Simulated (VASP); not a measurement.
```
HgTe
1.0
    0.00000     3.31034     3.31034
    3.31034     0.00000     3.31034
    3.31034     3.31034     0.00000
Hg Te
1 1
Direct
  0.00000   0.00000   0.00000
  0.25000   0.25000   0.25000
```

All values below come from RPBE GGA, VASP's PBE PAW potentials (set 64) (plane waves; VASP 6.6.1). Settings: 520 eV cut-off, 9×9×9 Γ-centred mesh, first-order Methfessel-Paxton smearing of 0.10 eV, potentials Hg Te.

Problem. Give the stress tensor in GPa (positive for a compressed cell).

Solution. 
```
2.07  0.00  0.00
0.00  2.07  0.00
0.00  0.00  2.07
```
The pressure is its mean diagonal, 2.07 GPa.

The compound is HgTe in the zinc blende structure. This cell is one point of a volume scan, at 0.94 of the reference volume.
